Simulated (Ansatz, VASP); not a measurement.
## SiC (SiC (F-43m)): VASP beside Ansatz

Aim: how closely do two programs agree when they are given the same cell, functional and k mesh? The cell is taken from a series of runs on this material, whose earlier steps may have relaxed, scaled, displaced or heated it; both programs get it as it stands.

Program: Ansatz 0.2.0. Level of theory: plane waves, with VASP 6.6.1 beside it; single point at r2SCAN. Results are calculated unless marked as measured.

**1. The structure**

The cell holds 54 atoms: 27 Si and 27 C. Its edges and angles: a = 9.242 Å, b = 9.242 Å, c = 9.242 Å, α = 60.0°, β = 60.0°, γ = 60.0°.

**2. Ansatz: single point, r2SCAN**

Ansatz runs on its PAW soft_1 files.

A single point gives forces, pressure and levels at one fixed geometry, so differences don't come from the geometry; what else differs is listed under the comparison.

File input.yaml:

```yaml
crystal:
  lattice:
    - [0.0, 6.5348887282, 6.5348887282]
    - [6.5348887282, 0.0, 6.5348887282]
    - [6.5348887282, 6.5348887282, 0.0]
  atoms:
    - { symbol: Si, position: [0.0, 0.0, 0.0] }
    - { symbol: C, position: [0.0833333333, 0.0833333333, 0.0833333333] }
    - { symbol: Si, position: [0.0, 0.0, 0.3333333333] }
    - { symbol: C, position: [0.0833333333, 0.0833333333, 0.4166666667] }
    - { symbol: Si, position: [0.0, 0.0, 0.6666666667] }
    - { symbol: C, position: [0.0833333333, 0.0833333333, 0.75] }
    - { symbol: Si, position: [0.0, 0.3333333333, 0.0] }
    - { symbol: C, position: [0.0833333333, 0.4166666667, 0.0833333333] }
    - { symbol: Si, position: [0.0, 0.3333333333, 0.3333333333] }
    - { symbol: C, position: [0.0833333333, 0.4166666667, 0.4166666667] }
    - { symbol: Si, position: [0.0, 0.3333333333, 0.6666666667] }
    - { symbol: C, position: [0.0833333333, 0.4166666667, 0.75] }
    - { symbol: Si, position: [0.0, 0.6666666667, 0.0] }
    - { symbol: C, position: [0.0833333333, 0.75, 0.0833333333] }
    - { symbol: Si, position: [0.0, 0.6666666667, 0.3333333333] }
    - { symbol: C, position: [0.0833333333, 0.75, 0.4166666667] }
    - { symbol: Si, position: [0.0, 0.6666666667, 0.6666666667] }
    - { symbol: C, position: [0.0833333333, 0.75, 0.75] }
    - { symbol: Si, position: [0.3333333333, 0.0, 0.0] }
    - { symbol: C, position: [0.4166666667, 0.0833333333, 0.0833333333] }
    - { symbol: Si, position: [0.3333333333, 0.0, 0.3333333333] }
    - { symbol: C, position: [0.4166666667, 0.0833333333, 0.4166666667] }
    - { symbol: Si, position: [0.3333333333, 0.0, 0.6666666667] }
    - { symbol: C, position: [0.4166666667, 0.0833333333, 0.75] }
    - { symbol: Si, position: [0.3333333333, 0.3333333333, 0.0] }
    - { symbol: C, position: [0.4166666667, 0.4166666667, 0.0833333333] }
    - { symbol: Si, position: [0.3333333333, 0.3333333333, 0.3333333333] }
    - { symbol: C, position: [0.4166666667, 0.4166666667, 0.4166666667] }
    - { symbol: Si, position: [0.3333333333, 0.3333333333, 0.6666666667] }
    - { symbol: C, position: [0.4166666667, 0.4166666667, 0.75] }
    - { symbol: Si, position: [0.3333333333, 0.6666666667, 0.0] }
    - { symbol: C, position: [0.4166666667, 0.75, 0.0833333333] }
    - { symbol: Si, position: [0.3333333333, 0.6666666667, 0.3333333333] }
    - { symbol: C, position: [0.4166666667, 0.75, 0.4166666667] }
    - { symbol: Si, position: [0.3333333333, 0.6666666667, 0.6666666667] }
    - { symbol: C, position: [0.4166666667, 0.75, 0.75] }
    - { symbol: Si, position: [0.6666666667, 0.0, 0.0] }
    - { symbol: C, position: [0.75, 0.0833333333, 0.0833333333] }
    - { symbol: Si, position: [0.6666666667, 0.0, 0.3333333333] }
    - { symbol: C, position: [0.75, 0.0833333333, 0.4166666667] }
    - { symbol: Si, position: [0.6666666667, 0.0, 0.6666666667] }
    - { symbol: C, position: [0.75, 0.0833333333, 0.75] }
    - { symbol: Si, position: [0.6666666667, 0.3333333333, 0.0] }
    - { symbol: C, position: [0.75, 0.4166666667, 0.0833333333] }
    - { symbol: Si, position: [0.6666666667, 0.3333333333, 0.3333333333] }
    - { symbol: C, position: [0.75, 0.4166666667, 0.4166666667] }
    - { symbol: Si, position: [0.6666666667, 0.3333333333, 0.6666666667] }
    - { symbol: C, position: [0.75, 0.4166666667, 0.75] }
    - { symbol: Si, position: [0.6666666667, 0.6666666667, 0.0] }
    - { symbol: C, position: [0.75, 0.75, 0.0833333333] }
    - { symbol: Si, position: [0.6666666667, 0.6666666667, 0.3333333333] }
    - { symbol: C, position: [0.75, 0.75, 0.4166666667] }
    - { symbol: Si, position: [0.6666666667, 0.6666666667, 0.6666666667] }
    - { symbol: C, position: [0.75, 0.75, 0.75] }
basis:
  ecutwfc: 500
  xc_grid: 2
hamiltonian:
  xc: r2scan
  pseudopotentials: { kind: paw, azcp: { folder: soft_1 } }
kpoints:
  mp_grid: { grid: [1, 1, 1], shift: [0.25, 0.25, 0.25] }
scf:
  occupations: { method: fermi_dirac, width: 0.01 }
  max_iter: 80
```

Launch:

```
$ ansatz run input.yaml --threads 4 --pin off --max-ram 7536MiB --backend cpu --events-out ev --progress --plain --runs-dir out
```

Numbers of over 12 decimals in the logs are rounded to 6 here.

Output:

```text
Engine: ansatz 0.2.0, aarch64-unknown-linux-gnu
Pseudopotentials: kind: paw
Pseudopotential: Si, paw, valence charge 4, recommended cutoff 500 eV (meta_gga), soft_1/Si.paw.azcp
Pseudopotential: C, paw, valence charge 4, recommended cutoff 500 eV (meta_gga), soft_1/C.paw.azcp
Functional definition: r2SCAN
  parameter k0 = 0.174
  parameter k1 = 0.065
  parameter a1 = 4.9479
  exchange = r2scan_x(k0 = k0, k1 = k1, a1 = a1)
  correlation = r2scan_c
Crystal: 54 atoms, lattice volume = 558.142 Å³
Basis set: ecut = 500 eV, 14163 PW (Γ), exchange–correlation on 144×144×144 points (8 copies of the dense FFT grid, shifted against one another)
Bands: 162, of which v1, the nominal top of the filled ones, is band 108 counted from 1 (107 counted from 0)
Symmetry: 162 space group operations
k-points: 1
Non-local potential: Si, projectors of the file, l = 0: 2, l = 1: 2, l = 2: 1
Non-local potential: C, projectors of the file, l = 0: 2, l = 1: 2, l = 2: 1
PAW form: soft (Blöchl's): semilocal exchange-correlation on the pseudo side does not see the compensation charge
PAW frozen core: Si, regenerated for the run's functional (the file was generated under x = pbe(κ = 0.804, μ = 0.219515), c = pbe(β = 0.066725))
PAW frozen core: C, regenerated for the run's functional (the file was generated under x = pbe(κ = 0.804, μ = 0.219515), c = pbe(β = 0.066725))
PAW one-centre angular grid: Si, 302 points (default); XC on 160 Gauss nodes
PAW one-centre angular grid: C, 302 points (default); XC on 219 of its mesh's 2255 points in the sphere
Initial density: superposition of atomic densities (chi_scale 0.1, normalization cell, long waves kept (reshape's long-wave potential 0.00 eV rms))
Initial wavefunctions: pseudopotential atomic-orbital guess
Functional: x = r2scan, c = r2scan; τ floored in thin density (d = 2e-4 eV/Å³)
SCF iter   1: F=—  HF=-24091.159277 eV  |F-HF|=—  |Δ(HF+E_count)|=         —  Δρ=1.37e-1  dr2=1.29e2  dr2_τ=1.48e1  ethr=3.10e-3  ⟨swp⟩=6.0  Hψ=749  notcnv=0  defer=16
preconditioner: auto → Resta (q_TF=auto, 2.329 Å⁻¹)  ε∞=4.0  [insulator: Δε(μ)=4.455 eV  Ē_g=13.443 eV  σ=0.010 eV  W_gap=1.00  n_scr=112 (ndim 8)  ℏωp=23.1 eV  f_vac=0.000  D(μ)=0.00/eV (n_scr^D=0)  ε∞_Penn≈4.0]
SCF iter   2: F=—  HF=-24058.486051 eV  |F-HF|=—  |Δ(HF+E_count)|=    3.27e1  Δρ=5.16e-2  dr2=1.42e1  dr2_τ=1.41e0  ethr=3.10e-3  ⟨swp⟩=3.0  Hψ=360  notcnv=0  defer=45
SCF iter   3: F=—  HF=-24059.228903 eV  |F-HF|=—  |Δ(HF+E_count)|=   7.43e-1  Δρ=1.94e-2  dr2=1.40e0  dr2_τ=4.60e-2  ethr=3.10e-3  ⟨swp⟩=3.0  Hψ=232  notcnv=0  defer=8
automatic band count: iteration 3 solves 125 bands in place of 162: the levels show a gap, and the empty bands left out lie too high to hold charge; the band table lists the bands solved (type scf.n_extra_bands for more)
SCF iter   4: F=—  HF=-24059.492949 eV  |F-HF|=—  |Δ(HF+E_count)|=   2.64e-1  Δρ=1.76e-3  dr2=1.12e-2  dr2_τ=1.21e-3  ethr=6.46e-4  ⟨swp⟩=3.0  Hψ=234  notcnv=0  defer=8
SCF iter   5: F=—  HF=-24059.494933 eV  |F-HF|=—  |Δ(HF+E_count)|=   1.98e-3  Δρ=2.94e-4  dr2=4.81e-4  dr2_τ=1.74e-5  ethr=5.17e-6  ⟨swp⟩=2.0  Hψ=234  notcnv=0  defer=8
SCF iter   6: F=—  HF=-24059.495025 eV  |F-HF|=—  |Δ(HF+E_count)|=   9.21e-5  Δρ=5.53e-5  dr2=1.24e-5  dr2_τ=5.51e-7  ethr=2.23e-7  ⟨swp⟩=3.0  Hψ=287  notcnv=0  defer=8
SCF iter   7: F=-24059.495028 eV  HF=-24059.495028 eV  |F-HF|=3.08e-8  |Δ(HF+E_count)|=   2.79e-6  Δρ=6.01e-6  dr2=1.54e-7  dr2_τ=6.54e-9  ethr=2.58e-10  ⟨swp⟩=4.0  Hψ=346  notcnv=0
SCF 1 converged in 7 iterations: F = -24059.495028 eV  dr2 = 1.54e-7
  greatest PAW one-centre occupation: 0.652 electrons in one spin orbital (limit 2), on the C atom at site 53 (counted from 0), in its partial waves of l = 0
SCF converged after 7 iterations
Free energy (F): -24059.495028 eV
Harris-Foulkes:  -24059.495028 eV  (|F-HF|=3.08e-8)
Internal energy: -24059.495028 eV  (E = F + TS)
E sigma→0 (E₀):  -24059.495028 eV
Fermi energy:    10.787754 eV
--- Per-component energies (eV) ---
  E_band       = 707.409020
  E_kinetic    = 3635.280352
  E_local      = -2583.466281  (includes V_loc(G=0)·N_el)
  E_nonlocal   = 1180.620405
  E_hartree    = 882.822847
  E_xc         = -2739.951736
  E_vxc        = -3181.787310  (∫ρ·V_xc dr)
  E_paw        = -16740.422157  (= ΣΔE_a)
  E_vpaw       = -256.425215  (= ΣTr[D̂ρ^β])
  E_aug_tail   = 0.000384  (compensation charges beyond the density's cutoff)
  E_vtau       = 147.538227  (kinetic-family band-sum trace: ∫τ·v_τ [+ j·A + Jᵃ·Aᵃ] dr)
  E_ewald      = -7691.646253
  E_core_change = -2.732589  (= ΣΔE_core)
  E_smearing   = -0.000000  (= −TS)
  E_closure    = 0.000000  (closes the sum)
  Σ components = -24059.495028   (vs F -24059.495028, Δ=0.00e0)
```

**3. VASP: single point, r2SCAN**

The same cell, functional, mesh and smearing now go to VASP, with its own data sets.

Lines of VASP's logs that name or quote its potential files are left out, and so is its time.

File INCAR:

```
SYSTEM = SiC
PREC = Accurate
ENCUT = 580
EDIFF = 1E-06
NELM = 120
ISMEAR = -1
SIGMA = 0.01
LREAL = Auto
ALGO = Normal
METAGGA = R2SCAN
LASPH = .TRUE.
NBANDS = 152
LORBIT = 11
LWAVE = .FALSE.
LCHARG = .FALSE.
ISIF = 2
ISYM = 2
GGA_COMPAT = .FALSE.
EFERMI = MIDGAP
LMIXTAU = .TRUE.
NCORE = 2
```

File POSCAR:

```
SiC
1.0
    0.0000000000      6.5348887282      6.5348887282
    6.5348887282      0.0000000000      6.5348887282
    6.5348887282      6.5348887282      0.0000000000
Si C
27 27
Direct
    0.0000000000      0.0000000000      1.0000000000
    0.0000000000      0.0000000000      0.3333333333
    0.0000000000      0.0000000000      0.6666666667
    0.0000000000      0.3333333333      1.0000000000
    0.0000000000      0.3333333333      0.3333333333
    0.0000000000      0.3333333333      0.6666666667
    0.0000000000      0.6666666667      1.0000000000
    0.0000000000      0.6666666667      0.3333333333
    0.0000000000      0.6666666667      0.6666666667
    0.3333333333      0.0000000000      1.0000000000
    0.3333333333      0.0000000000      0.3333333333
    0.3333333333      0.0000000000      0.6666666667
    0.3333333333      0.3333333333      1.0000000000
    0.3333333333      0.3333333333      0.3333333333
    0.3333333333      0.3333333333      0.6666666667
    0.3333333333      0.6666666667      1.0000000000
    0.3333333333      0.6666666667      0.3333333333
    0.3333333333      0.6666666667      0.6666666667
    0.6666666667      0.0000000000      1.0000000000
    0.6666666667      0.0000000000      0.3333333333
    0.6666666667      0.0000000000      0.6666666667
    0.6666666667      0.3333333333      1.0000000000
    0.6666666667      0.3333333333      0.3333333333
    0.6666666667      0.3333333333      0.6666666667
    0.6666666667      0.6666666667      1.0000000000
    0.6666666667      0.6666666667      0.3333333333
    0.6666666667      0.6666666667      0.6666666667
    0.0833333333      0.0833333333      0.0833333333
    0.0833333333      0.0833333333      0.4166666667
    0.0833333333      0.0833333333      0.7500000000
    0.0833333333      0.4166666667      0.0833333333
    0.0833333333      0.4166666667      0.4166666667
    0.0833333333      0.4166666667      0.7500000000
    0.0833333333      0.7500000000      0.0833333333
    0.0833333333      0.7500000000      0.4166666667
    0.0833333333      0.7500000000      0.7500000000
    0.4166666667      0.0833333333      0.0833333333
    0.4166666667      0.0833333333      0.4166666667
    0.4166666667      0.0833333333      0.7500000000
    0.4166666667      0.4166666667      0.0833333333
    0.4166666667      0.4166666667      0.4166666667
    0.4166666667      0.4166666667      0.7500000000
    0.4166666667      0.7500000000      0.0833333333
    0.4166666667      0.7500000000      0.4166666667
    0.4166666667      0.7500000000      0.7500000000
    0.7500000000      0.0833333333      0.0833333333
    0.7500000000      0.0833333333      0.4166666667
    0.7500000000      0.0833333333      0.7500000000
    0.7500000000      0.4166666667      0.0833333333
    0.7500000000      0.4166666667      0.4166666667
    0.7500000000      0.4166666667      0.7500000000
    0.7500000000      0.7500000000      0.0833333333
    0.7500000000      0.7500000000      0.4166666667
    0.7500000000      0.7500000000      0.7500000000
```

File KPOINTS:

```
Points of the shifted mesh
1
Reciprocal
 0.2500000000  0.2500000000  0.2500000000 1
```

Potentials, in the order of the species: Si and C (PBE family, release 64).

Launch:

```
$ mpirun -np 8 vasp_std
```

Output:

```text
[banner, memory and clock lines left out]
running    8 mpi-ranks, on    1 nodes
[...]
|                                                                             |
|               ----> ADVICE to this user running VASP <----                  |
|                                                                             |
|     You enforced a specific xc type in the INCAR file but a different       |
|     [... a line on the potential file left out ...]
|     I HOPE YOU KNOW WHAT YOU ARE DOING!                                     |
|                                                                             |

 LDA part: xc-table for (None), standard interpolation
 POSCAR, INCAR and KPOINTS ok, starting setup
[...]
entering main loop
       N       E                     dE             d eps       ncg     rms          rms(c)
DAV:   1     0.568932395199E+03    0.56893E+03   -0.10854E+05   304   0.145E+03
DAV:   2    -0.518000770094E+03   -0.10869E+04   -0.10181E+04   368   0.242E+02
DAV:   3    -0.597137054837E+03   -0.79136E+02   -0.78135E+02   368   0.599E+01
DAV:   4    -0.598790408343E+03   -0.16534E+01   -0.16478E+01   360   0.952E+00
[...]
DAV:  18    -0.515446563322E+03    0.16191E-04   -0.44311E-04   344   0.420E-02    0.301E-02
DAV:  19    -0.515446600816E+03   -0.37494E-04   -0.27096E-05   352   0.171E-02    0.180E-02
DAV:  20    -0.515446601022E+03   -0.20660E-06   -0.38571E-06   312   0.696E-03
   1 F= -.51544660E+03 E0= -.51544660E+03  d E =0.000000E+00
```

Parts of OUTCAR (step 3):

```text
  Total        1.2672411      1.2672411      1.2672411      0.0000000     -0.0000000      0.0000000
  in kB        3.6376863      3.6376863      3.6376863      0.0000000     -0.0000000      0.0000000
  external PRESSURE =       3.6376863 kB  Pullay stress =       0.0000000 kB

 POSITION                                       TOTAL-FORCE (eV/Angst)
 -----------------------------------------------------------------------------------
      0.00000      0.00000      0.00000        -0.000000     -0.000000      0.000000
      2.17830      2.17830      0.00000         0.000000      0.000000      0.000000
      4.35659      4.35659      0.00000        -0.000000      0.000000      0.000000
      2.17830      0.00000      2.17830         0.000000     -0.000000      0.000000
      4.35659      2.17830      2.17830         0.000000      0.000000     -0.000000
      6.53489      4.35659      2.17830         0.000000      0.000000      0.000000
      4.35659      0.00000      4.35659         0.000000     -0.000000      0.000000
      6.53489      2.17830      4.35659         0.000000      0.000000      0.000000
      8.71318      4.35659      4.35659         0.000000      0.000000      0.000000
      0.00000      2.17830      2.17830         0.000000      0.000000      0.000000
      2.17830      4.35659      2.17830         0.000000      0.000000      0.000000
      4.35659      6.53489      2.17830         0.000000      0.000000      0.000000
      2.17830      2.17830      4.35659        -0.000000     -0.000000      0.000000
      4.35659      4.35659      4.35659         0.000000      0.000000      0.000000
[...]
-----------------------------------------------------------------------------------
    total drift:                                0.000000      0.000000      0.000000

  FREE ENERGIE OF THE ION-ELECTRON SYSTEM (eV)
  ---------------------------------------------------
  free  energy   TOTEN  =      -515.4466010224 eV

  energy  without entropy=     -515.4466010224  energy(sigma->0) =     -515.44660102

[... 2 further parts left out ...]
[key lines of the parts left out:]
E-fermi :   9.4147
```

The run ends at a pressure of 0.36 GPa.

**4. Side by side**

Known differences besides the potentials themselves: VASP keeps PBE cores, Ansatz makes them for the functional; the cutoff is 500 eV in Ansatz and 580 eV in VASP (PREC = Accurate, projectors in real space). Total energies have different zeros and are not compared.

Both answers:

```tsv
quantity	Ansatz	VASP	difference
gap on the k mesh (eV)	2.900	2.903	-0.003
```

A gap on the mesh is an upper bound, since the band edges may lie between its points.

**5. Summary of results**

```yaml
difference_in_gap_on_the_k_mesh_single_point_r2scan: -0.0032 eV
```

In words: The difference in gap on the k mesh is -0.0032 eV (single point, r2SCAN), within the 0.08 eV picked in this series as the mark of a large difference. How closely two codes agree says nothing of how well the functional describes the real material.

[Lines on the potential files, build, host, timing and source positions are cut from VASP's logs without a mark.]

[Logs are printed without paths, hosts, clocks, repeated set-up lines and the standing remarks that a program may print on its own settings, such as how far it seeks lower states.]

[Hosts, paths, dates, database ids (printed as entryN), source tags and the programs' standing remarks are cut or masked in the printed files.]
